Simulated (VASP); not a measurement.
Output of a VASP run:

### OSZICAR
```
       N       E                     dE             d eps       ncg     rms          rms(c)
DAV:   1     0.273706112095E+02    0.27371E+02   -0.47801E+03    48   0.732E+02
DAV:   2    -0.168078573446E+02   -0.44178E+02   -0.37341E+02    72   0.119E+02
DAV:   3    -0.189387223392E+02   -0.21309E+01   -0.20828E+01    72   0.306E+01
DAV:   4    -0.189616226499E+02   -0.22900E-01   -0.22824E-01    56   0.335E+00
DAV:   5    -0.189620694438E+02   -0.44679E-03   -0.44668E-03    60   0.391E-01    0.472E+00
DAV:   6    -0.185136882948E+02    0.44838E+00   -0.10462E+00    60   0.609E+00    0.272E+00
DAV:   7    -0.184736640865E+02    0.40024E-01   -0.12045E-01    56   0.236E+00    0.141E+00
DAV:   8    -0.184686647411E+02    0.49993E-02   -0.25688E-02    52   0.111E+00    0.241E-01
DAV:   9    -0.184691101648E+02   -0.44542E-03   -0.14645E-03    56   0.287E-01    0.653E-02
DAV:  10    -0.184692322815E+02   -0.12212E-03   -0.38175E-04    52   0.126E-01    0.345E-02
DAV:  11    -0.184692712274E+02   -0.38946E-04   -0.51810E-05    56   0.512E-02    0.931E-03
DAV:  12    -0.184692742700E+02   -0.30426E-05   -0.59819E-06    56   0.179E-02    0.207E-03
DAV:  13    -0.184692746108E+02   -0.34082E-06   -0.71617E-07    32   0.553E-03
   1 F= -.18469275E+02 E0= -.18415037E+02  d E =-.108476E+00
```

OUTCAR:
```
------------------------ aborting loop because EDIFF is reached ----------------------------------------
  FORCE on cell =-STRESS in cart. coord.  units (eV):
  Direction    XX          YY          ZZ          XY          YZ          ZX
  --------------------------------------------------------------------------------------
  Total        5.8353606      5.8353625     -2.9957613     -0.0000009      0.0000000      0.0000000
  in kB      139.2134499    139.2134952    -71.4694934     -0.0000219      0.0000000      0.0000000
  external PRESSURE =      68.9858173 kB  Pullay stress =       0.0000000 kB
  volume of cell :       67.16
      direct lattice vectors                 reciprocal lattice vectors
     3.678343000  0.000000000  0.000000000     0.271861542  0.156959352  0.000000000
    -1.839172000  3.185539000  0.000000000     0.000000000  0.313918618  0.000000000
     0.000000000  0.000000000  5.731416000     0.000000000  0.000000000  0.174476953
 POSITION                                       TOTAL-FORCE (eV/Angst)
 -----------------------------------------------------------------------------------
     -0.00000      2.12369      1.41394         0.000000      0.000000     -0.283493
      1.83917      1.06185      4.31748        -0.000000     -0.000000      0.283493
      0.00000      0.00000      0.00000        -0.000000      0.000000     -0.000000
     -0.00000      2.12369      3.70823        -0.000000      0.000000      0.903093
      1.83917      1.06185      2.02319        -0.000000     -0.000000     -0.903093
 -----------------------------------------------------------------------------------
    total drift:                               -0.000000     -0.000000      0.000000
  FREE ENERGIE OF THE ION-ELECTRON SYSTEM (eV)
  ---------------------------------------------------
  free  energy   TOTEN  =       -18.4692746108 eV

  energy  without entropy=      -18.3607988899  energy(sigma->0) =      -18.41503675
```
(Selected blocks of OUTCAR.)

### POSCAR
```
Be3As2
1
    3.6783430000     0.0000000000     0.0000000000
   -1.8391720000     3.1855390000     0.0000000000
    0.0000000000     0.0000000000     5.7314160000
As Be
2 3
Direct
  0.3333330000   0.6666670000   0.2467000000
  0.6666670000   0.3333330000   0.7533000000
  0.0000000000   0.0000000000   0.0000000000
  0.3333330000   0.6666670000   0.6470000000
  0.6666670000   0.3333330000   0.3530000000
```

Problem. Write an INCAR and KPOINTS that could have produced this output.

Solution. This is not unique; one that fits is the input of the run itself, PBE GGA, plane waves, VASP's PBE PAW potentials (set 64).

File KPOINTS:
```
Automatic mesh
0
Gamma
2 2 1
0 0 0
```

**INCAR**
```
SYSTEM = Be3As2
PREC = Accurate
ENCUT = 300
EDIFF = 1E-6
NELM = 100
ALGO = Normal
LREAL = .FALSE.
LASPH = .TRUE.
ISMEAR = -1
SIGMA = 0.1
GGA = PE
LMAXMIX = 4
LWAVE = .FALSE.
LCHARG = .FALSE.
ISIF = 2
```

POTCAR, in this order: As Be (PBE.64 set). Program: vasp_std.

At this cut-off the stress carries a Pulay error, which pulls relaxed volumes low.

The structure was generated: Be3As2 was put into an ordered model structure, which need not be its known phase. The cell was not relaxed at this level. The k-mesh is coarse (spacing up to 1.10 per Å, 2π included), so the numbers may not be converged in it. The run is one of a series of settings (KPOINTS 2×2×1 Γ-centred mesh against the base run), some of them coarse on purpose.
